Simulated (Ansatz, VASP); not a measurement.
# Ta (Sigma5 (310)[001] symmetric tilt boundary in Ta): VASP beside Ansatz, part 2 of 2

One calculation is typed for both programs; each brings its own data sets. How far apart do they land? Of the first pair: The structure shown is the start of the Ansatz relaxation below; VASP solves that cell, so the two are compared at the walk's first step.

VASP 6.6.1 and Ansatz 0.2.0.

So far. Step 3 (VASP: single point, PBE, start cell, pair 1): The run ends at a pressure of -1.81 GPa, with forces up to 0.47 eV/Å.

### Step 6. VASP: single point, PBE, relaxed atoms in a fixed cell, pair 2

Level of this step: PBE; plane waves and PAW (Ta_pv) (VASP).

The same cell, functional, mesh and smearing now go to VASP, with its own data sets.

File INCAR:

```
SYSTEM = Ta
PREC = Accurate
ENCUT = 400
EDIFF = 1E-06
NELM = 120
ISMEAR = -1
SIGMA = 0.1
LREAL = Auto
ALGO = Normal
GGA = PE
NBANDS = 256
LASPH = .TRUE.
LORBIT = 11
LWAVE = .FALSE.
LCHARG = .FALSE.
ISIF = 2
GGA_COMPAT = .FALSE.
KPAR = 4
```

File POSCAR:

```
Ta
1.0
    6.6400000000      0.0000000000      0.0000000000
   -1.6600000000      5.2493800000      0.0000000000
    0.0000000000      0.0000000000     21.6700500000
Ta
40
Direct
    0.1613000000      0.6455100000      0.9942800000
    0.2959300000      0.1887150000      0.0493200000
    0.4458350000      0.7863350000      0.0970500000
    0.0966000000      0.3893700000      0.1439500000
    0.2469000000      0.9903350000      0.1924900000
    0.3951800000      0.5826300000      0.2416100000
    0.0452100000      0.1826950000      0.2921000000
    0.1929900000      0.7731650000      0.3384300000
    0.3464300000      0.3871850000      0.3916900000
    0.9928900000      0.9734750000      0.4284600000
    0.3237800000      0.2931850000      0.9284600000
    0.4702400000      0.8794750000      0.8916900000
    0.6236800000      0.4934950000      0.8384300000
    0.2714600000      0.0839650000      0.7921000000
    0.4214900000      0.6840300000      0.7416100000
    0.5697700000      0.2763250000      0.6924900000
    0.2200700000      0.8772900000      0.6439500000
    0.3708350000      0.4803250000      0.5970500000
    0.5207400000      0.0779450000      0.5493200000
    0.1553700000      0.6211500000      0.4942800000
    0.6613000000      0.6455100000      0.9942800000
    0.7959300000      0.1887150000      0.0493200000
    0.9458350000      0.7863350000      0.0970500000
    0.5966000000      0.3893700000      0.1439500000
    0.7469000000      0.9903350000      0.1924900000
    0.8951800000      0.5826300000      0.2416100000
    0.5452100000      0.1826950000      0.2921000000
    0.6929900000      0.7731650000      0.3384300000
    0.8464300000      0.3871850000      0.3916900000
    0.4928900000      0.9734750000      0.4284600000
    0.8237800000      0.2931850000      0.9284600000
    0.9702400000      0.8794750000      0.8916900000
    0.1236800000      0.4934950000      0.8384300000
    0.7714600000      0.0839650000      0.7921000000
    0.9214900000      0.6840300000      0.7416100000
    0.0697700000      0.2763250000      0.6924900000
    0.7200700000      0.8772900000      0.6439500000
    0.8708350000      0.4803250000      0.5970500000
    0.0207400000      0.0779450000      0.5493200000
    0.6553700000      0.6211500000      0.4942800000
```

File KPOINTS:

```
Automatic mesh
0
Gamma
4 5 1
0 0 0
```

PAW data sets: Ta_pv (PBE family, release 64).

Run with:

```
$ mpirun -np 4 vasp_std
```

What it wrote:

```text
[... set-up lines as in an earlier step ...]
 entering main loop
       N       E                     dE             d eps       ncg     rms          rms(c)
DAV:   1     0.444997961118E+04    0.44500E+04   -0.21085E+05  5712   0.149E+03
DAV:   2    -0.190924677422E+03   -0.46409E+04   -0.45222E+04  5840   0.493E+02
DAV:   3    -0.472810053939E+03   -0.28189E+03   -0.26320E+03  7136   0.100E+02
DAV:   4    -0.487349249913E+03   -0.14539E+02   -0.13671E+02  6776   0.174E+01
[...]
DAV:  18    -0.467173550939E+03    0.98495E-05   -0.50475E-05  7056   0.254E-02    0.914E-03
DAV:  19    -0.467173547967E+03    0.29711E-05   -0.74665E-06  5616   0.959E-03    0.483E-03
DAV:  20    -0.467173547217E+03    0.75062E-06   -0.15158E-06  3496   0.452E-03
   1 F= -.46717355E+03 E0= -.46640067E+03  d E =-.154576E+01
```

OUTCAR, selected parts (step 6):

```text
  Total      -12.4939796    -10.2078862     -6.9308151      0.2472476      0.0000000      0.0000000
  in kB      -26.5017999    -21.6526171    -14.7014066      0.5244531      0.0000000      0.0000000
  external PRESSURE =     -20.9519412 kB  Pullay stress =       0.0000000 kB

 POSITION                                       TOTAL-FORCE (eV/Angst)
 -----------------------------------------------------------------------------------
     -0.00051      3.38853     21.54610        -0.000025     -0.008674     -0.027126
      1.65171      0.99064      1.06877         0.001733     -0.022585      0.012959
      1.65503      4.12777      2.10308        -0.002461      0.026793      0.014422
     -0.00493      2.04395      3.11940         0.001619      0.001983      0.009990
     -0.00454      5.19864      4.17127         0.000079     -0.011344      0.017545
      1.65683      3.05845      5.23570        -0.000963     -0.005077      0.005527
     -0.00308      0.95904      6.32982        -0.000317     -0.006377     -0.014459
     -0.00200      4.05864      7.33380        -0.000169      0.005967     -0.022873
      1.65757      2.03248      8.48794        -0.000318      0.000697     -0.006050
      4.97682      5.11014      9.28475         0.000656      0.008069      0.010063
      1.66321      1.53904     20.11977        -0.000656     -0.008069      0.010063
      1.66247      4.61670     19.32297         0.000318     -0.000697     -0.006050
      3.32203      2.59054     18.16882         0.000169     -0.005967     -0.022873
      1.66311      0.44076     17.16485         0.000317      0.006377     -0.014459
[...]
-----------------------------------------------------------------------------------
    total drift:                                0.000059     -0.000004     -0.004155

  FREE ENERGIE OF THE ION-ELECTRON SYSTEM (eV)
  ---------------------------------------------------
  free  energy   TOTEN  =      -467.1735472169 eV

  energy  without entropy=     -465.6277860113  energy(sigma->0) =     -466.40066661

[... 1 part as in an earlier step ...]

[... 1 further part left out ...]
[key lines of the parts left out:]
E-fermi :   5.2150
```

The run ends at a pressure of -2.10 GPa, with forces up to 0.031 eV/Å.

### Step 7. Side by side

What differs besides the data sets and the points named for the pairs above, as far as they apply: the data sets hold 520 valence electrons in Ansatz (on its default PAW (the set named soft_2) files) and 440 in VASP. Total energies have different zeros and are not compared.

The largest component of a force difference here is 7 meV/Å.

### Step 8. Outcome

| Property | Result |
| --- | --- |
| r.m.s. force difference (single point, PBE, start cell, pair 1) | 1.8 meV/Å |
| r.m.s. force difference (single point, PBE, relaxed atoms in a fixed cell, pair 2) | 2.1 meV/Å |

In words: The r.m.s. force difference is 2.1 meV/Å (single point, PBE, relaxed atoms in a fixed cell, pair 2), within the 12 meV/Å picked in this series as the mark of a large difference. The data sets hold unlike numbers of valence electrons (520 in Ansatz and 440 in VASP), so part of the differences may come from the potentials. How closely two codes agree says nothing of how well the functional describes the real material.

[Lines on the potential files, build, host, timing and source positions are cut from VASP's logs without a mark.]

[Logs are printed without paths, hosts, clocks, repeated set-up lines and the standing remarks that a program may print on its own settings, such as how far it seeks lower states.]

[Hosts, paths, dates, database ids (printed as entryN), source tags and the programs' standing remarks are cut or masked in the printed files.]
